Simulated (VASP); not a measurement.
Computed with PBEsol GGA, VASP's PBE PAW potentials (set 64) (plane waves; VASP).

The input files of a VASP run:

File POSCAR:
```
ZnS
1
    0.0000000000     2.6821050073     2.6821050073
    2.6821050073     0.0000000000     2.6821050073
    2.6821050073     2.6821050073     0.0000000000
Zn S
1 1
Direct
  0.0000000000   0.0000000000   0.0000000000
  0.2500000000   0.2500000000   0.2500000000
```

File KPOINTS:
```
Regular mesh
0
gamma
9 9 9
0 0 0
```

INCAR:
```
# general
SYSTEM   =  ZnS
PREC     =  Accurate
ENCUT    =  500
LREAL    =  F   # projection in real space or not
LASPH    =  T

# electronic loop
EDIFF    =  1E-6   # SCF stop (eV)
NELM     =  100
ALGO     =  Normal   # blocked Davidson
LMAXMIX  =  4

# smearing
ISMEAR   =  0
SIGMA    =  0.05   # width (eV)

# functional
GGA      =  PS

# ions
IBRION   =  2   # conjugate gradients
NSW      =  40   # most ionic steps
ISIF     =  3   # ions, shape and volume
EDIFFG   =  -0.02
PSTRESS  =  50   # kbar

# output
LWAVE    =  F
LCHARG   =  F
```

POTCAR, in this order: Zn S (PBE.64 set). Program: vasp_std.

The run wrote:

**OSZICAR**
```
       N       E                     dE             d eps       ncg     rms          rms(c)
DAV:   1     0.878139686580E+02    0.87814E+02   -0.90162E+03   910   0.163E+03
DAV:   2    -0.192821350492E+01   -0.89742E+02   -0.86209E+02   985   0.280E+02
DAV:   3    -0.792005821176E+01   -0.59918E+01   -0.59660E+01  1105   0.742E+01
DAV:   4    -0.799498193826E+01   -0.74924E-01   -0.74899E-01  1030   0.874E+00
DAV:   5    -0.799612681737E+01   -0.11449E-02   -0.11449E-02  1125   0.109E+00    0.719E+00
DAV:   6    -0.760648656490E+01    0.38964E+00   -0.10290E+00  1231   0.402E+01    0.556E+00
DAV:   7    -0.759197465097E+01    0.14512E-01   -0.35168E-01   965   0.620E+00    0.263E+00
DAV:   8    -0.758890284625E+01    0.30718E-02   -0.55362E-03  1065   0.728E-01    0.717E-01
DAV:   9    -0.758866009719E+01    0.24275E-03   -0.84537E-04  1071   0.368E-01    0.118E-01
DAV:  10    -0.758874408222E+01   -0.83985E-04   -0.19268E-04  1079   0.223E-01    0.759E-02
DAV:  11    -0.758874102184E+01    0.30604E-05   -0.60398E-05  1110   0.183E-01    0.931E-03
DAV:  12    -0.758874088829E+01    0.13354E-06   -0.21386E-06   804   0.269E-02
   1 F= -.63844906E+01 E0= -.63844906E+01  d E =-.638449E+01
       N       E                     dE             d eps       ncg     rms          rms(c)
DAV:   1    -0.923990931307E+01   -0.16512E+01   -0.19449E+01  1090   0.101E+02    0.997E+00
DAV:   2    -0.774954827455E+01    0.14904E+01   -0.77684E+00  1010   0.999E+01    0.369E+00
DAV:   3    -0.755717702669E+01    0.19237E+00   -0.54278E-01  1090   0.206E+01    0.167E+00
DAV:   4    -0.751680776255E+01    0.40369E-01   -0.12933E-01  1040   0.355E+00    0.998E-01
DAV:   5    -0.751208385439E+01    0.47239E-02   -0.51373E-03  1444   0.194E+00    0.647E-01
DAV:   6    -0.750871479773E+01    0.33691E-02   -0.35554E-03  1546   0.183E+00    0.603E-02
DAV:   7    -0.750883397327E+01   -0.11918E-03   -0.15147E-03   945   0.439E-01    0.560E-02
DAV:   8    -0.750883516161E+01   -0.11883E-05   -0.31925E-05  1135   0.160E-01    0.184E-02
DAV:   9    -0.750883338752E+01    0.17741E-05   -0.75811E-06  1025   0.901E-02    0.433E-03
DAV:  10    -0.750883344631E+01   -0.58783E-07   -0.10387E-06   460   0.104E-02
   2 F= -.64087389E+01 E0= -.64087389E+01  d E =-.242483E-01
       N       E                     dE             d eps       ncg     rms          rms(c)
DAV:   1    -0.775753175750E+01   -0.24870E+00   -0.25682E+00  1065   0.417E+01    0.321E+00
DAV:   2    -0.758442115315E+01    0.17311E+00   -0.56369E-01  1085   0.226E+01    0.129E+00
DAV:   3    -0.756342682171E+01    0.20994E-01   -0.23905E-02   940   0.141E+00    0.604E-01
DAV:   4    -0.755828073213E+01    0.51461E-02   -0.25765E-03  1064   0.676E-01    0.230E-01
DAV:   5    -0.755764093203E+01    0.63980E-03   -0.72660E-04  1445   0.605E-01    0.521E-02
DAV:   6    -0.755764306736E+01   -0.21353E-05   -0.28685E-04   945   0.250E-01    0.263E-02
DAV:   7    -0.755764640339E+01   -0.33360E-05   -0.22639E-05  1140   0.145E-01    0.113E-02
DAV:   8    -0.755764515181E+01    0.12516E-05   -0.70649E-06   880   0.729E-02    0.141E-03
DAV:   9    -0.755764514777E+01    0.40372E-08   -0.29980E-07   455   0.650E-03
   3 F= -.64211447E+01 E0= -.64211447E+01  d E =-.366541E-01
```

File OUTCAR:
```
------------------------ aborting loop because EDIFF is reached ----------------------------------------
  FORCE on cell =-STRESS in cart. coord.  units (eV):
  Direction    XX          YY          ZZ          XY          YZ          ZX
  --------------------------------------------------------------------------------------
  Total        1.1360606      1.1360606      1.1360606     -0.0000000     -0.0000000     -0.0000000
  in kB       49.9806482     49.9806482     49.9806482     -0.0000000     -0.0000000     -0.0000000
  external PRESSURE =      -0.0193518 kB  Pullay stress =      50.0000000 kB
  volume of cell :       36.42
      direct lattice vectors                 reciprocal lattice vectors
     0.000000000  2.630833711  2.630833711    -0.190053821  0.190053821  0.190053821
     2.630833711 -0.000000000  2.630833711     0.190053821 -0.190053821  0.190053821
     2.630833711  2.630833711 -0.000000000     0.190053821  0.190053821 -0.190053821
  FREE ENERGIE OF THE ION-ELECTRON SYSTEM (eV)
  ---------------------------------------------------
  free  energy   TOTEN  =        -7.5576451478 eV

  energy  without entropy=       -7.5576451478  energy(sigma->0) =       -7.55764515
  enthalpy is  TOTEN    =        -6.4211446979 eV   P V=        1.1365004499

 reached required accuracy - stopping structural energy minimisation
```
(Selected blocks of OUTCAR.)

**CONTCAR**
```
ZnS
   1.00000000000000
     0.0000000000000000    2.6308337105874924    2.6308337105874924
     2.6308337105874924   -0.0000000000000000    2.6308337105874924
     2.6308337105874924    2.6308337105874924   -0.0000000000000000
  Zn              S
     1     1
Direct
     0.0000000000000000    0.0000000000000000    0.0000000000000000
     0.2500000000000000    0.2500000000000000    0.2500000000000000
```

Energy and stress use the plane-wave basis of the starting cell.

The compound is ZnS in the zinc blende structure. This run relaxes it under an external pressure of 5 GPa. Symmetry was kept, so distortions that lower it aren't found.
